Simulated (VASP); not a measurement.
Output of a VASP run:

**OSZICAR**
```
       N       E                     dE             d eps       ncg     rms          rms(c)
DAV:   1     0.263831044725E+03    0.26383E+03   -0.12010E+04   720   0.152E+03
DAV:   2     0.379417540801E+01   -0.26004E+03   -0.25536E+03  1036   0.629E+02
DAV:   3    -0.366913062651E+02   -0.40485E+02   -0.38033E+02  1108   0.146E+02
DAV:   4    -0.386686592747E+02   -0.19774E+01   -0.19678E+01  1056   0.342E+01
DAV:   5    -0.386976222836E+02   -0.28963E-01   -0.28927E-01  1128   0.597E+00    0.452E+01
DAV:   6    -0.297679399626E+02    0.89297E+01   -0.86091E+01  1144   0.665E+01    0.315E+01
DAV:   7    -0.291560555894E+02    0.61188E+00   -0.20784E+01  1120   0.280E+01    0.184E+01
DAV:   8    -0.288423929369E+02    0.31366E+00   -0.85662E+00  1148   0.174E+01    0.495E+00
DAV:   9    -0.285901145280E+02    0.25228E+00   -0.25088E+00  1138   0.953E+00    0.747E-01
DAV:  10    -0.285903047583E+02   -0.19023E-03   -0.34072E-02   950   0.173E+00    0.385E-01
DAV:  11    -0.285901056432E+02    0.19912E-03   -0.64048E-03  1118   0.578E-01    0.129E-01
DAV:  12    -0.285901976199E+02   -0.91977E-04   -0.13379E-03  1120   0.216E-01    0.101E-01
DAV:  13    -0.285900829656E+02    0.11465E-03   -0.97456E-04  1144   0.209E-01    0.128E-02
DAV:  14    -0.285900827677E+02    0.19787E-06   -0.27303E-05  1014   0.436E-02    0.110E-02
DAV:  15    -0.285900826524E+02    0.11534E-06   -0.10107E-06   432   0.116E-02
   1 F= -.28590083E+02 E0= -.28588396E+02  d E =-.337330E-02
```

File OUTCAR:
```
------------------------ aborting loop because EDIFF is reached ----------------------------------------
  FORCE on cell =-STRESS in cart. coord.  units (eV):
  Direction    XX          YY          ZZ          XY          YZ          ZX
  --------------------------------------------------------------------------------------
  Total        6.9683389      6.9683389     -4.1550279      0.0000000      0.0000000      0.0000000
  in kB      161.1783350    161.1783350    -96.1061873      0.0000000      0.0000000      0.0000000
  external PRESSURE =      75.4168276 kB  Pullay stress =       0.0000000 kB
  volume of cell :       69.27
      direct lattice vectors                 reciprocal lattice vectors
     3.802285000  0.000000000  0.000000000     0.262999749  0.000000000  0.000000000
     0.000000000  3.802285000  0.000000000     0.000000000  0.262999749  0.000000000
     0.000000000  0.000000000  4.791195000     0.000000000  0.000000000  0.208716197
 POSITION                                       TOTAL-FORCE (eV/Angst)
 -----------------------------------------------------------------------------------
      1.90114      0.00000      1.13455         0.000000     -0.000000     -2.109506
      0.00000      1.90114      3.65664         0.000000     -0.000000      2.109506
      0.00000      0.00000      0.00000         0.000000      0.000000      0.000000
      1.90114      1.90114      0.00000         0.000000     -0.000000      0.000000
 -----------------------------------------------------------------------------------
    total drift:                                0.000000      0.000000     -0.000000
  FREE ENERGIE OF THE ION-ELECTRON SYSTEM (eV)
  ---------------------------------------------------
  free  energy   TOTEN  =       -28.5900826524 eV

  energy  without entropy=      -28.5867093495  energy(sigma->0) =      -28.58839600
```
(Selected blocks of OUTCAR.)

### POSCAR
```
HoN
1
    3.8022850000     0.0000000000     0.0000000000
    0.0000000000     3.8022850000     0.0000000000
    0.0000000000     0.0000000000     4.7911950000
Ho N
2 2
Direct
  0.5000000000   0.0000000000   0.2368000000
  0.0000000000   0.5000000000   0.7632000000
  0.0000000000   0.0000000000   0.0000000000
  0.5000000000   0.5000000000   0.0000000000
```

Problem. Write an INCAR and KPOINTS that could have produced this output.

Solution. One answer among several that fit: the input of the run itself, PBE GGA, plane waves, VASP's PBE PAW potentials (set 64).

File KPOINTS:
```
Automatic mesh
0
Gamma
5 5 4
0 0 0
```

INCAR:
```
SYSTEM = HoN
PREC = Accurate; ENCUT = 520; LREAL = .FALSE.
LASPH = .TRUE.
EDIFF = 1E-6; NELM = 100; ALGO = Normal
LMAXMIX = 6
ISMEAR = 0; SIGMA = 0.05
GGA = PE
ISIF = 2
LWAVE = .FALSE.; LCHARG = .FALSE.
```

POTCAR, in this order: Ho_3 N (PBE.64 set). Program: vasp_std.

The 4f electrons are frozen in the core of the lanthanide potential, so 4f levels, which can set the real gap, and their magnetism are missing.

The structure was generated: HoN was put into the litharge type (P4/nmm), which need not be its known phase. The cell was not relaxed at this level. The k-mesh is coarse (spacing up to 0.33 per Å, 2π included), so the numbers may not be converged in it.
